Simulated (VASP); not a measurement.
These are PBEsol GGA, VASP's PBE PAW potentials (set 64) (plane waves; VASP) values and carry that method's errors.

A VASP calculation is set up with these files.

### KPOINTS
```
Automatic mesh
0
Gamma
6 6 2
0 0 0
```

**INCAR**
```
! general
SYSTEM =BeMg3Te4
PREC   =Accurate
ENCUT  =400   ! plane-wave cut-off (eV)
LREAL  =.False.   ! projection in real space or not
LASPH  =.True.

! electronic loop
EDIFF  =1E-6   ! SCF stop (eV)
NELM   =100   ! most electronic steps
ALGO   =Normal
LMAXMIX=4   ! l cut-off of mixed one-centre charges

! smearing
ISMEAR =0
SIGMA  =0.05   ! width (eV)

! functional
GGA    =PS   ! PBEsol

! ions
IBRION =2
NSW    =60
ISIF   =3
EDIFFG =-0.02   ! ionic stop

! output
LWAVE  =.False.
LCHARG =.False.
```

**POSCAR**
```
BeMg3Te4
1
   -0.0000000000     3.1007174086     3.1007174086
    3.1007174086     0.0000000000     3.1007174086
   12.5695462654    12.5695462654    -0.1666766311
Mg Te Be
3 4 1
Direct
  0.0184146279   0.0184146279   0.9861890291
  0.0021524761   0.0021524761   0.2483856429
  0.9870770180   0.9870770180   0.5096922365
  0.2545617881   0.2545617881   0.0590786590
  0.2387673861   0.2387673861   0.3209244604
  0.2239653881   0.2239653881   0.5820259589
  0.2731196914   0.2731196914   0.7951602315
  0.0019416244   0.0019416244   0.7485437817
```

POTCAR, in this order: Mg Te Be (PBE.64 set). Program: vasp_std.

What VASP printed:

### OSZICAR
```
       N       E                     dE             d eps       ncg     rms          rms(c)
DAV:   1     0.113915075812E+03    0.11392E+03   -0.94240E+03   924   0.945E+02
DAV:   2    -0.187082985580E+02   -0.13262E+03   -0.12701E+03  1292   0.152E+02
DAV:   3    -0.288143636329E+02   -0.10106E+02   -0.10059E+02  1147   0.477E+01
DAV:   4    -0.290724702860E+02   -0.25811E+00   -0.25783E+00  1271   0.908E+00
DAV:   5    -0.290762637692E+02   -0.37935E-02   -0.37929E-02  1112   0.119E+00    0.590E+00
DAV:   6    -0.284974638960E+02    0.57880E+00   -0.87992E-01  1079   0.351E+00    0.396E+00
DAV:   7    -0.283830633925E+02    0.11440E+00   -0.76373E-01  1094   0.338E+00    0.132E+00
DAV:   8    -0.283790787243E+02    0.39847E-02   -0.52760E-02  1029   0.109E+00    0.511E-01
DAV:   9    -0.283794358964E+02   -0.35717E-03   -0.32038E-03  1129   0.289E-01    0.144E-01
DAV:  10    -0.283795094949E+02   -0.73599E-04   -0.73291E-04  1059   0.111E-01    0.478E-02
DAV:  11    -0.283795424800E+02   -0.32985E-04   -0.55647E-05  1124   0.438E-02    0.262E-02
DAV:  12    -0.283795697563E+02   -0.27276E-04   -0.41719E-05  1132   0.347E-02    0.812E-03
DAV:  13    -0.283795720826E+02   -0.23263E-05   -0.65763E-06  1134   0.156E-02    0.649E-03
DAV:  14    -0.283795723817E+02   -0.29914E-06   -0.11710E-06   657   0.529E-03
   1 F= -.28379572E+02 E0= -.28379572E+02  d E =-.283796E+02
       N       E                     dE             d eps       ncg     rms          rms(c)
DAV:   1    -0.283802523400E+02   -0.68026E-03   -0.13039E-02   949   0.514E-01    0.879E-02
DAV:   2    -0.283801180498E+02    0.13429E-03   -0.52586E-04  1124   0.119E-01    0.359E-02
DAV:   3    -0.283800629955E+02    0.55054E-04   -0.73690E-05  1134   0.405E-02    0.210E-02
DAV:   4    -0.283800419960E+02    0.21000E-04   -0.34587E-05  1124   0.275E-02    0.811E-03
DAV:   5    -0.283800401425E+02    0.18535E-05   -0.69616E-06  1134   0.125E-02    0.488E-03
DAV:   6    -0.283800401889E+02   -0.46411E-07   -0.39425E-07   587   0.332E-03
   2 F= -.28380040E+02 E0= -.28380040E+02  d E =-.467807E-03
       N       E                     dE             d eps       ncg     rms          rms(c)
DAV:   1    -0.283803348672E+02   -0.29472E-03   -0.10107E-02   944   0.452E-01    0.782E-02
DAV:   2    -0.283802314723E+02    0.10339E-03   -0.40602E-04  1129   0.104E-01    0.308E-02
DAV:   3    -0.283801886490E+02    0.42823E-04   -0.57541E-05  1134   0.358E-02    0.179E-02
DAV:   4    -0.283801726214E+02    0.16028E-04   -0.26416E-05  1124   0.240E-02    0.707E-03
DAV:   5    -0.283801711650E+02    0.14564E-05   -0.52631E-06  1129   0.109E-02    0.427E-03
DAV:   6    -0.283801712041E+02   -0.39106E-07   -0.30900E-07   552   0.293E-03
   3 F= -.28380171E+02 E0= -.28380171E+02  d E =-.598822E-03
       N       E                     dE             d eps       ncg     rms          rms(c)
DAV:   1    -0.283803641636E+02   -0.19300E-03   -0.52764E-03   954   0.345E-01    0.472E-02
DAV:   2    -0.283803489126E+02    0.15251E-04   -0.27755E-04  1122   0.792E-02    0.200E-02
DAV:   3    -0.283803400209E+02    0.88916E-05   -0.18724E-05  1117   0.201E-02    0.109E-02
DAV:   4    -0.283803381374E+02    0.18836E-05   -0.47503E-06  1080   0.941E-03    0.449E-03
DAV:   5    -0.283803380571E+02    0.80258E-07   -0.66131E-07   602   0.471E-03
   4 F= -.28380338E+02 E0= -.28380338E+02  d E =-.166853E-03
       N       E                     dE             d eps       ncg     rms          rms(c)
DAV:   1    -0.283803771718E+02   -0.39034E-04   -0.22327E-03   954   0.225E-01    0.311E-02
DAV:   2    -0.283803710251E+02    0.61467E-05   -0.11733E-04  1117   0.515E-02    0.121E-02
DAV:   3    -0.283803673879E+02    0.36372E-05   -0.78891E-06  1109   0.131E-02    0.663E-03
DAV:   4    -0.283803667209E+02    0.66699E-06   -0.16784E-06   682   0.603E-03
   5 F= -.28380367E+02 E0= -.28380367E+02  d E =-.195517E-03
       N       E                     dE             d eps       ncg     rms          rms(c)
DAV:   1    -0.283804705068E+02   -0.10312E-03   -0.25765E-03   964   0.242E-01    0.268E-02
DAV:   2    -0.283804578621E+02    0.12645E-04   -0.10576E-04  1129   0.526E-02    0.146E-02
DAV:   3    -0.283804513517E+02    0.65104E-05   -0.10289E-05  1142   0.168E-02    0.908E-03
DAV:   4    -0.283804481490E+02    0.32028E-05   -0.40151E-06  1124   0.106E-02    0.306E-03
DAV:   5    -0.283804476827E+02    0.46623E-06   -0.11818E-06   737   0.597E-03
   6 F= -.28380448E+02 E0= -.28380448E+02  d E =-.809618E-04
```

File OUTCAR:
```
------------------------ aborting loop because EDIFF is reached ----------------------------------------
  FORCE on cell =-STRESS in cart. coord.  units (eV):
  Direction    XX          YY          ZZ          XY          YZ          ZX
  --------------------------------------------------------------------------------------
  Total        0.0097626      0.0097626      0.0097626      0.0114852     -0.0114852     -0.0114852
  in kB        0.0642603      0.0642603      0.0642603      0.0755987     -0.0755987     -0.0755987
  external PRESSURE =       0.0642603 kB  Pullay stress =       0.0000000 kB
  volume of cell :      243.41
      direct lattice vectors                 reciprocal lattice vectors
    -0.000000000  3.097369392  3.097369392    -0.160170231  0.162684383  0.160170231
     3.097369392 -0.000000000  3.097369392     0.162684383 -0.160170231  0.160170231
    12.587053357 12.587053357 -0.197575787     0.039414020  0.039414020 -0.039414020
 POSITION                                       TOTAL-FORCE (eV/Angst)
 -----------------------------------------------------------------------------------
     12.46718     12.46718     -0.07770        -0.004562     -0.004562      0.004562
      3.13000      3.13000     -0.03263        -0.001161     -0.001161      0.001161
      9.47634      9.47634      6.01051        -0.000585     -0.000585      0.000585
      1.53198      1.53198      1.56539        -0.004736     -0.004736      0.004736
      4.77944      4.77944      1.41530         0.006221      0.006221     -0.006221
      8.02492      8.02492      1.26719        -0.000610     -0.000610      0.000610
     10.85523     10.85523      1.53425        -0.002386     -0.002386      0.002386
      9.42464      9.42464     -0.13254         0.007819      0.007819     -0.007819
 -----------------------------------------------------------------------------------
    total drift:                                0.000081      0.000081     -0.000082
  FREE ENERGIE OF THE ION-ELECTRON SYSTEM (eV)
  ---------------------------------------------------
  free  energy   TOTEN  =       -28.3804476827 eV

  energy  without entropy=      -28.3804476827  energy(sigma->0) =      -28.38044768

 reached required accuracy - stopping structural energy minimisation
```
(Selected blocks of OUTCAR.)

**CONTCAR**
```
BeMg3Te4
   1.00000000000000
    -0.0000000000000319    3.0973693924413301    3.0973693924413941
     3.0973693924413306   -0.0000000000000319    3.0973693924413941
    12.5870533570124881   12.5870533570124881   -0.1975757873471947
  Mg              Te              Be
     3     4     1
Direct
     0.0188995090877152    0.0188995090877152    0.9858253682092104
     0.0026435256396285    0.0026435256396285    0.2480173557452764
     0.9865297513967558    0.9865297513967558    0.5101026864524348
     0.2545803817611109    0.2545803817611109    0.0590647137541664
     0.2387045677408187    0.2387045677408187    0.3209715741693874
     0.2231423507059612    0.2231423507059612    0.5826432369455251
     0.2730330994860108    0.2730330994860108    0.7952251754354891
     0.0024668142819936    0.0024668142819936    0.7481498892885030
```

OUTCAR:
```
 val. band max:        2.6018737115   @ k =   0.0000   0.0000   0.0000

 cond. band min:       4.7499404796   @ k =   0.0000   0.0000   0.0000


 Fermi energy:         2.8486282633

 k-point     1 :       0.0000    0.0000    0.0000
  band No.  band energies     occupation
      1      -8.2906      2.00000
      2      -7.8557      2.00000
      3      -7.7339      2.00000
      4      -7.4155      2.00000
      5      -1.3849      2.00000
      6      -0.1000      2.00000
      7       0.2590      2.00000
      8       1.7556      2.00000
      9       1.7556      2.00000
     10       2.3029      2.00000
     11       2.3029      2.00000
     12       2.3682      2.00000
     13       2.4167      2.00000
     14       2.4167      2.00000
     15       2.6019      2.00000
     16       2.6019      2.00000
     17       4.7499      0.00000
     18       5.3290      0.00000
     19       6.0858      0.00000
     20       6.3006      0.00000
     21       6.7239      0.00000

 k-point     2 :       0.1667    0.0000    0.0000
  band No.  band energies     occupation
      1      -8.1393      2.00000
      2      -7.7683      2.00000
      3      -7.5622      2.00000
      4      -7.3531      2.00000
      5      -1.1541      2.00000
      6      -0.3974      2.00000
      7       0.4601      2.00000
      8       0.8612      2.00000
      9       1.2889      2.00000
     10       1.3346      2.00000
     11       1.4374      2.00000
     12       1.8174      2.00000
     13       2.0232      2.00000
     14       2.2633      2.00000
     15       2.3178      2.00000
     16       2.4460      2.00000
     17       5.4539      0.00000
     18       6.0016      0.00000
     19       6.5275      0.00000
     20       6.8161      0.00000
     21       7.0322      0.00000

 k-point     3 :       0.3333    0.0000   -0.0000
  band No.  band energies     occupation
      1      -7.7746      2.00000
      2      -7.4871      2.00000
      3      -7.2904      2.00000
...
```

Unless said otherwise, spin-orbit coupling is left out, though it shifts the bands of the heavy elements here.

The structure was generated: BeMg3Te4 was put into an ordered model structure (R3m), which need not be its known phase. This run relaxes it. Symmetry was kept, so distortions that lower it aren't found. The start is the result of an earlier pass.
